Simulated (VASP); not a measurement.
# Sn3P2 (P1) in VASP: relaxation of cell and atoms with PBE

Aim: the relaxation of cell and atoms of Sn3P2 with PBE.

Program: VASP 6.6.1. These are calculated values, not measurements. Logs are shortened: lines on timing, memory, paths and dates and some standing lists are left out, and cuts for length are marked.

### 1 The structure

The typed cell holds 10 atoms: a = 3.881 Å, b = 3.937 Å, c = 18.661 Å, α = 90.49°, β = 90.42°, γ = 119.39°.

The cell was built by a generator and needn't be a form met in nature.

### 2 Relaxation of cell and atoms, PBE

File INCAR:

```
SYSTEM = Sn3P2
PREC = Normal
ENCUT = 520
EDIFF = 1E-5
ISMEAR = 0
SIGMA = 0.15
LREAL = Auto
LASPH = .TRUE.
NELM = 80
ALGO = Fast
ISIF = 3
LWAVE = .FALSE.
LCHARG = .FALSE.
GGA = PE
IBRION = 2
NSW = 110
EDIFFG = -0.03
ISYM = 0
KPAR = 8
```

File KPOINTS:

```
regular mesh
0
G
  7 7 2
  0 0 0
```

File POSCAR:

```
Sn3P2
1.0
    3.8814503300      0.0047889100     -0.0143637400
   -1.9365778500      3.4281757900     -0.0166351800
   -0.0681195100     -0.1304251800     18.6607443700
Sn P
6 4
Direct
    0.0176496600      0.0219190000      0.2578287100
    0.0018657100      0.9927241500      0.7502378600
    0.3202961100      0.5869017300      0.9305045400
    0.6321268200      0.2987441100      0.4243492700
    0.3727711500      0.6930582800      0.5676061800
    0.6307139200      0.3354101000      0.0625892200
    0.3319611000      0.6905040100      0.1515736400
    0.6410069900      0.3093538500      0.6421359200
    0.3738627900      0.6797885800      0.3510336800
    0.6545510700      0.3012906200      0.8555080500
```

Potentials or basis: VASP PAW PBE potentials, release 64 (Sn_d, P).

The run is started by

```
$ cat potpaw_PBE.64/Sn_d/POTCAR potpaw_PBE.64/P/POTCAR > POTCAR
$ mpirun -np 8 vasp_std > vasp.out
```

OUTCAR:

```text
SYSTEM = Sn3P2
   PREC = Normal
   ENCUT = 520
   EDIFF = 1E-5
   ISMEAR = 0
   LREAL = Auto
   LASPH = .TRUE.
   NELM = 80
   ISIF = 3
   GGA = PE
   IBRION = 2
   NSW = 110
   EDIFFG = -0.03
   ISYM = 0

 ion  position               nearest neighbor table
   1  0.018  0.022  0.258-   9 2.81   9 2.83   9 2.93   7 2.95   7 3.03   7 3.05   4 3.72
   2  0.002  0.993  0.750-  10 2.94  10 2.96   8 2.98   8 3.05   8 3.07  10 3.10
   3  0.320  0.587  0.931-  10 2.52  10 2.64  10 2.84   6 3.11   6 3.43   6 3.54
   4  0.632  0.299  0.424-   9 2.52   9 2.57   9 2.87   5 3.41   5 3.47   5 3.64   1 3.72
   5  0.373  0.693  0.568-   8 2.52   8 2.62   8 2.86   4 3.41   4 3.47   4 3.64
   6  0.631  0.335  0.063-   7 2.76   7 2.79   7 2.88   3 3.11   3 3.43   3 3.54
   7  0.332  0.691  0.152-   6 2.76   6 2.79   6 2.88   1 2.95   1 3.03   1 3.05
   8  0.641  0.309  0.642-   5 2.52   5 2.62   5 2.86   2 2.98   2 3.05   2 3.07
   9  0.374  0.680  0.351-   4 2.52   4 2.57   1 2.81   1 2.83   4 2.87   1 2.93
  10  0.655  0.301  0.856-   3 2.52   3 2.64   3 2.84   2 2.94   2 2.96   2 3.10

IMPORTANT INFORMATION: All symmetrisations will be switched off!
NOSYMM: (Re-)initialisation of all symmetry stuff for point group C_1.

----------------------------------------------------------------------------------------

                                     Primitive cell

  volume of cell :     248.4630

  direct lattice vectors                    reciprocal lattice vectors
     3.881450330  0.004788910 -0.014363740     0.257463439  0.145450692  0.001956445
    -1.936577850  3.428175790 -0.016635180    -0.000352130  0.291511290  0.002036169
    -0.068119510 -0.130425180 18.660744370     0.000197863  0.000371826  0.053591751

  length of vectors
     3.881479861  3.937384887 18.661324482     0.295714650  0.291518613  0.053593407

  position of ions in fractional coordinates (direct lattice)
     0.017649660  0.021919000  0.257828710
     0.001865710  0.992724150  0.750237860
     0.320296110  0.586901730  0.930504540
     0.632126820  0.298744110  0.424349270
     0.372771150  0.693058280  0.567606180
     0.630713920  0.335410100  0.062589220
     0.331961100  0.690504010  0.151573640
     0.641006990  0.309353850  0.642135920
     0.373862790  0.679788580  0.351033680
     0.654551070  0.301290620  0.855508050

  ion indices of the primitive-cell ions
   primitive index   ion index
                 1           1
                 2           2
                 3           3
                 4           4
                 5           5
                 6           6
                 7           7
                 8           8
                 9           9
                10          10

----------------------------------------------------------------------------------------

 KPOINTS: regular mesh

Automatic generation of k-mesh.
 Grid dimensions read from file:
 generate k-points for:    7    7    2

 Generating k-lattice:

  Cartesian coordinates                     Fractional coordinates (reciprocal lattice)
     0.036780491  0.020778670  0.000279492     0.142857143 -0.000000000  0.000000000
    -0.000050304  0.041644470  0.000290881     0.000000000  0.142857143 -0.000000000
     0.000098932  0.000185913  0.026795876     0.000000000 -0.000000000  0.500000000

  Length of vectors
     0.042244950  0.041645516  0.026796703

  Shift w.r.t. Gamma in fractional coordinates (k-lattice)
     0.000000000  0.000000000  0.000000000

 Subroutine IBZKPT returns following result:
 ===========================================

 Found     50 irreducible k-points:

 Following reciprocal coordinates:
            Coordinates               Weight
  0.000000  0.000000  0.000000      1.000000
  0.142857  0.000000 -0.000000      2.000000
  0.285714 -0.000000  0.000000      2.000000
  0.428571 -0.000000 -0.000000      2.000000
  0.000000  0.142857  0.000000      2.000000
  0.142857  0.142857 -0.000000      2.000000
[... 16 lines left out ...]
 -0.428571  0.428571  0.000000      2.000000
 -0.285714  0.428571  0.000000      2.000000
 [... further k-points ...]
   k-points           NKPTS =     50   k-points in BZ     NKDIM =     50   number of bands    NBANDS=     62
   number of dos      NEDOS =    301   number of ions     NIONS =     10
   total plane-waves  NPLWV =  62208
   dimension x,y,z NGX =    24 NGY =   24 NGZ =  108
   dimension x,y,z NGXF=    48 NGYF=   48 NGZF=  216
   ions per type =               6   4
   NGX,Y,Z   is equivalent  to a cutoff of  10.28, 10.13,  9.62 a.u.
   NGXF,Y,Z  is equivalent  to a cutoff of  20.56, 20.27, 19.24 a.u.
 SYSTEM =  Sn3P2
   PREC   = normal    normal or accurate (medium, high low for compatibility)
   ISTART =      0    job   : 0-new  1-cont  2-samecut
   ICHARG =      2    charge: 1-file 2-atom 10-const
   ISPIN  =      1    spin polarized calculation?
   LNONCOLLINEAR =      F non collinear calculations
   LSORBIT =      F    spin-orbit coupling
   LASPH  =      T    aspherical Exc in radial PAW
   ENCUT  =  520.0 eV  38.22 Ry    6.18 a.u.   7.22  7.32 34.70*2*pi/ulx,y,z
   NELM   =     80;   NELMIN=  2; NELMDL= -5     # of ELM steps
   EDIFF  = 0.1E-04   stopping-criterion for ELM
   LREAL  =      T    real-space projection
   EDIFFG = -.3E-01   stopping-criterion for IOM
   NSW    =    110    number of steps for IOM
   IBRION =      2    ionic relax: 0-MD 1-quasi-New 2-CG
   NFREE  =      1    steps in history (QN), initial steepest desc. (CG)
   ISIF   =      3    stress and relaxation
   ISYM   =      0    0-nonsym 1-usesym 2-fastsym
   POTIM  = 0.5000    time-step for ionic-motion
   TEBEG  =    0.0;   TEEND  =   0.0 temperature during run
   PSTRESS=    0.0 pullay stress
   NELECT =     104.0000    total number of electrons
   NUPDOWN=      -1.0000    fix difference up-down
   EMIN   =  10.00;   EMAX   =-10.00  energy-range for DOS
   EFERMI =   0.00;   METHOD = LEGACY
   ISMEAR =     0;   SIGMA  =   0.15  broadening in eV -4-tet -1-fermi 0-gaus
   EFERMI_NEDOS =   21; number of points for ismear=-14 and -15
   IALGO  =     68    algorithm
   IMIX   =      4    mixing-type and parameters
     AMIX     =   0.40;   BMIX     =  1.00
     AMIX_MAG =   1.60;   BMIX_MAG =  1.00
  volume/ion in A,a.u.               =      24.85       167.67
  Fermi-wavevector in a.u.,A,eV,Ry     =   1.224613  2.314182 20.404328  1.499676
  Thomas-Fermi vector in A             =   2.359681
   LORBIT       =      0    0 simple, 1 ext, 2 COOP (PROOUT), +10 PAW based schemes
   GGA     = PE    functional components
   LHFCALC =     F    Hartree Fock is set to
   AEXX    =    0.0000 exact exchange contribution
   IVDW    =     0    specifies the selected vdW correction
   LEPSILON=     F    determine dielectric tensor
   LRPA    =     F    only Hartree local field effects (RPA)
 conjugate gradient relaxation of ions
 non-spin polarized calculation
 RMM-DIIS sequential band-by-band and
 Gauss-broadening in eV      SIGMA  =   0.15
  energy-cutoff  :      520.00
  volume of cell :      248.46
 maximum number of plane-waves:      6726
   NGX = 15   NGY = 15   NGZ = 69

--------------------------------------- Ionic step        1  -------------------------------------------

 number of electron     104.0000027 magnetization

 Free energy of the ion-electron system (eV)
  ---------------------------------------------------
  ext. energy  EPLUGINS =         0.00000000
  ---------------------------------------------------
  free energy    TOTEN  =       -43.65594582 eV

  energy without entropy =      -43.60059851  energy(sigma->0) =      -43.62827217

------------------------ aborting loop because EDIFF is reached ----------------------------------------

  FORCE on cell =-STRESS in cart. coord.  units (eV):
  Direction    XX          YY          ZZ          XY          YZ          ZX
  --------------------------------------------------------------------------------------
  -------------------------------------------------------------------------------------
  Total        0.8266291      0.9735695      0.9052373     -1.7591594      3.3667803      0.5548484
  in kB        5.3303967      6.2779205      5.8372899    -11.3436816     21.7101890      3.5778585
  external PRESSURE =       5.8152024 kB  Pullay stress =       0.0000000 kB
[... 113 lines left out ...]
  FREE ENERGIE OF THE ION-ELECTRON SYSTEM (eV)
  ---------------------------------------------------
  free  energy   TOTEN  =       -44.1716734441 eV

  energy  without entropy=      -44.1238041926  energy(sigma->0) =      -44.14773882

 E-fermi :   7.1795     XC(G=0):  -9.9904

 val. band max:        7.1748376657   @ k =   0.1429   0.1429   0.5000
 cond. band min:       7.1897047253   @ k =  -0.4286   0.2857   0.0000
 fundamental gap:      0.0148670596
 Fermi energy:         7.1794816512

 k-point     1 :       0.0000    0.0000    0.0000
  band No.  band energies     occupation
      1     -14.5684      2.00000
      2     -14.5673      2.00000
      3     -14.5611      2.00000
      4     -14.5601      2.00000
      5     -14.5459      2.00000
      6     -14.5397      2.00000
[... 1549 lines left out ...]
     61      10.2373      0.00000
     62      10.4877      0.00000

 [... further k-points ...]

[... ionic steps 4 to 24 ...]

--------------------------------------- Ionic step       25  -------------------------------------------

 number of electron     103.9999990 magnetization

------------------------ aborting loop because EDIFF is reached ----------------------------------------

  FORCE on cell =-STRESS in cart. coord.  units (eV):
  Direction    XX          YY          ZZ          XY          YZ          ZX
  --------------------------------------------------------------------------------------
  -------------------------------------------------------------------------------------
  Total        0.1166018      0.1140208      0.1346470      0.0370442      0.0794616     -0.1719213
  in kB        0.7596562      0.7428411      0.8772201      0.2413419      0.5176892     -1.1200613
  external PRESSURE =       0.7932391 kB  Pullay stress =       0.0000000 kB
[... 73 lines left out ...]
  energy  without entropy=      -44.2846387716  energy(sigma->0) =      -44.30976128

--------------------------------------- Ionic step       27  -------------------------------------------

 number of electron     103.9999987 magnetization

 Free energy of the ion-electron system (eV)
  ---------------------------------------------------
  ext. energy  EPLUGINS =         0.00000000
  ---------------------------------------------------
  free energy    TOTEN  =       -44.33568786 eV

  energy without entropy =      -44.28572699  energy(sigma->0) =      -44.31070742

 E-fermi :   7.2547     XC(G=0): -10.0181

 val. band max:        7.2450746537   @ k =  -0.4286   0.2857   0.0000
 cond. band min:       7.2573609216   @ k =   0.1429   0.2857   0.0000
 fundamental gap:      0.0122862679
 Fermi energy:         7.2547471932

 k-point     1 :       0.0000    0.0000    0.0000
  band No.  band energies     occupation
      1     -14.4913      2.00000
      2     -14.4911      2.00000
      3     -14.4896      2.00000
      4     -14.4894      2.00000
      5     -14.4717      2.00000
      6     -14.4699      2.00000
[... 1549 lines left out ...]
     61      10.2936      0.00000
     62      10.5401      0.00000

 [... further k-points ...]
[... 5 lines left out ...]
  --------------------------------------------------------------------------------------
  -------------------------------------------------------------------------------------
  Total       -0.2675404     -0.2799194     -0.2861303      0.0523285      0.0634928     -0.1139307
  in kB       -1.7396999     -1.8201951     -1.8605822      0.3402695      0.4128660     -0.7408422
  external PRESSURE =      -1.8068258 kB  Pullay stress =       0.0000000 kB
[... 25 lines left out ...]
  FREE ENERGIE OF THE ION-ELECTRON SYSTEM (eV)
  ---------------------------------------------------
  free  energy   TOTEN  =       -44.3356878604 eV

  energy  without entropy=      -44.2857269885  energy(sigma->0) =      -44.31070742

 reached required accuracy - stopping structural energy minimisation
```

Wall time 15 min (8 MPI ranks of Intel Xeon Platinum 8259CL at 2.50GHz (Skylake/Cascade Lake), shared host); peak memory 0.61 GiB.

What came out:

```yaml
Free_energy: -44.3357 eV
Relaxed_volume: 24.64 Å³/atom
Relaxed_cell: a = 3.914 Å, b = 3.917 Å, c = 18.551 Å, α = 89.07°, β = 89.89°, γ = 119.95°
Space_group_after_relaxing_to_0.05_Å: P1 (No. 1)
Energy_gained_by_relaxing: 68.0 meV/atom
Ionic_steps: 27
Pressure_after_relaxing: -0.2 GPa
Largest_force_after_relaxing: 0.028 eV/Å
Band_gap_on_the_k_mesh: none (metal or under the smearing width)
```

Forces in eV/Å, atoms in the order of the input:
```
Sn   0.025  0.009 -0.010
Sn  -0.011  0.012  0.004
Sn  -0.004  0.009 -0.008
Sn   0.002  0.005 -0.017
Sn  -0.010 -0.012  0.017
Sn   0.010 -0.013  0.012
P   -0.002 -0.001 -0.006
P    0.003  0.002 -0.015
P   -0.016 -0.015  0.004
P    0.003  0.004  0.019
```

Stress tensor (GPa, compression positive):
```
-0.17  0.03 -0.07
 0.03 -0.18  0.04
-0.07  0.04 -0.19
```

The path:
```
step  energy change (eV)  largest force (eV/Å)  pressure (GPa)  volume (Å³)
   1              0.0000                1.4743            0.58       248.46
   2             -0.4502                0.9130           -1.04       251.63
   3             -0.5157                0.6794           -1.69       253.39
   4             -0.6154                0.3879            0.57       243.46
   5             -0.6155                0.3885            0.31       243.84
   6             -0.6433                0.2028            0.24       244.53
   7             -0.6523                0.1332            0.13       245.16
   8             -0.6625                0.1025           -0.15       246.32
   9             -0.6650                0.1026           -0.22       246.85
  10             -0.6664                0.1174           -0.35       247.92
  11             -0.6715                0.0933           -0.04       246.10
  12             -0.6714                0.0921            0.17       246.01
  13             -0.6714                0.0917            0.10       246.07
  14             -0.6744                0.0696            0.10       246.15
  15             -0.6752                0.0584            0.09       246.20
  16             -0.6765                0.0603           -0.23       247.10
  17             -0.6764                0.0615           -0.08       247.01
  18             -0.6765                0.0598           -0.18       247.07
  19             -0.6774                0.0461           -0.11       246.76
  20             -0.6778                0.0479            0.02       246.30
  21             -0.6778                0.0435            0.01       246.39
  22             -0.6783                0.0315            0.01       246.26
  23             -0.6786                0.0395            0.01       246.10
  24             -0.6785                0.0506            0.03       245.78
  25             -0.6789                0.0596            0.08       245.92
  26             -0.6789                0.0431            0.04       245.96
  27             -0.6797                0.0280           -0.18       246.39
```

Final structure:
```
Sn P
1.0
     3.91410    0.00148    0.00340
    -1.95663    3.39310    0.03236
     0.02082    0.18429   18.55010
Sn P
6 4
Direct
  0.00001 0.00538 0.25014
  0.99467 0.97601 0.74884
  0.31386 0.62118 0.92891
  0.66314 0.32334 0.42977
  0.33874 0.66580 0.56905
  0.67516 0.35393 0.06963
  0.33773 0.67897 0.14959
  0.66637 0.32209 0.64966
  0.33504 0.66611 0.34902
  0.65209 0.29687 0.84876
```
